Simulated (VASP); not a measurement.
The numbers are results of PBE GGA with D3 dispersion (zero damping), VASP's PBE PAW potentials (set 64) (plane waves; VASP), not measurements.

The input files of a VASP run:

File KPOINTS:
```
k-points along high-symmetry lines
15
Line-mode
Reciprocal
  0.000000   0.000000   0.000000 ! GAMMA
  0.000000   0.500000   0.000000 ! X

  0.000000   0.500000   0.000000 ! X
  0.500000   0.500000   0.000000 ! M

  0.500000   0.500000   0.000000 ! M
  0.000000   0.000000   0.000000 ! GAMMA

  0.000000   0.000000   0.000000 ! GAMMA
  0.500000   0.500000   0.500000 ! R

  0.500000   0.500000   0.500000 ! R
  0.000000   0.500000   0.000000 ! X

  0.500000   0.500000   0.500000 ! R
  0.500000   0.500000   0.000000 ! M
```

**POSCAR**
```
BaZrO3
4.2187840
  1.0000001165   0.0000000000   0.0000000000
  0.0000000000   1.0000001165   0.0000000000
  0.0000000000   0.0000000000   1.0000001165
Ba Zr O
1 1 3
direct
  0.0000000000   0.0000000000   0.0000000000
  0.5000000000   0.5000000000   0.5000000000
  0.5000000000   0.0000000000   0.5000000000
  0.0000000000   0.5000000000   0.5000000000
  0.5000000000   0.5000000000   0.0000000000
```

INCAR:
```
! general
SYSTEM  = BaZrO3
PREC    = Accurate
ENCUT   = 520
LREAL   = .False.
LASPH   = .True.   ! aspherical one-centre terms
ICHARG  = 11

! electronic loop
EDIFF   = 1E-7
NELM    = 100   ! most electronic steps
ALGO    = Normal
LMAXMIX = 4   ! l cut-off of mixed one-centre charges

! smearing
ISMEAR  = 0
SIGMA   = 0.05   ! width (eV)

! functional
GGA     = PE   ! PBE
IVDW    = 11   ! D3, zero damping

! output
LWAVE   = .False.
LCHARG  = .False.
LORBIT  = 11   ! lm-projected
```

POTCAR, in this order: Ba_sv Zr_sv O (PBE.64 set). Program: vasp_std. Read from the step before: CHGCAR.

Output of the run:

OSZICAR:
```
       N       E                     dE             d eps       ncg     rms          rms(c)
DAV:   1     0.318834930867E+03    0.31883E+03   -0.22343E+04  4320   0.164E+03
DAV:   2    -0.169882408736E+02   -0.33582E+03   -0.33122E+03  5552   0.387E+02
DAV:   3    -0.400022937886E+02   -0.23014E+02   -0.22900E+02  7424   0.907E+01
DAV:   4    -0.405400123154E+02   -0.53772E+00   -0.53751E+00  5712   0.122E+01
DAV:   5    -0.405559854240E+02   -0.15973E-01   -0.15973E-01  6600   0.150E+00
DAV:   6    -0.405561700139E+02   -0.18459E-03   -0.18459E-03  5712   0.174E-01
DAV:   7    -0.405561731877E+02   -0.31738E-05   -0.31739E-05  6592   0.194E-02
DAV:   8    -0.405561732392E+02   -0.51563E-07   -0.51511E-07  5624   0.255E-03
   1 F= -.41363091E+02 E0= -.41363091E+02  d E =-.873477E-16
```

**OUTCAR**
```
 val. band max:        3.6503897431   @ k =   0.5000   0.5000   0.5000

 cond. band min:       6.7965594937   @ k =   0.0000   0.0000   0.0000



 k-point     1 :       0.0000    0.0000    0.0000
  band No.  band energies     occupation
      1     -43.4908      2.00000
      2     -21.7257      2.00000
      3     -21.6257      2.00000
      4     -21.6257      2.00000
      5     -21.6257      2.00000
      6     -12.6872      2.00000
      7     -12.3942      2.00000
      8     -12.3942      2.00000
      9      -6.8583      2.00000
     10      -6.8583      2.00000
     11      -6.8583      2.00000
     12       2.1720      2.00000
     13       2.1720      2.00000
     14       2.1720      2.00000
     15       2.6939      2.00000
     16       2.6939      2.00000
     17       2.6939      2.00000
     18       3.4054      2.00000
     19       3.4054      2.00000
     20       3.4054      2.00000
     21       6.7966      0.00000
     22       6.7966      0.00000
     23       6.7966      0.00000
     24       8.2795      0.00000

 k-point     2 :       0.0000    0.0357    0.0000
  band No.  band energies     occupation
      1     -43.4908      2.00000
      2     -21.7309      2.00000
      3     -21.6256      2.00000
      4     -21.6256      2.00000
      5     -21.6228      2.00000
      6     -12.6851      2.00000
      7     -12.3940      2.00000
      8     -12.3881      2.00000
      9      -6.8575      2.00000
     10      -6.8575      2.00000
     11      -6.8560      2.00000
     12       2.1525      2.00000
     13       2.1681      2.00000
     14       2.1681      2.00000
     15       2.6807      2.00000
     16       2.6807      2.00000
     17       2.6838      2.00000
     18       3.3668      2.00000
     19       3.4001      2.00000
     20       3.4001      2.00000
     21       6.8011      0.00000
     22       6.8270      0.00000
     23       6.8270      0.00000
     24       8.3009      0.00000

...
```

The density is held fixed in this step, so its total energy and stress have no physical meaning. Unless said otherwise, spin-orbit coupling is left out, though it shifts the bands of the heavy elements here.

The compound is BaZrO3 in the cubic perovskite structure. It was relaxed first.
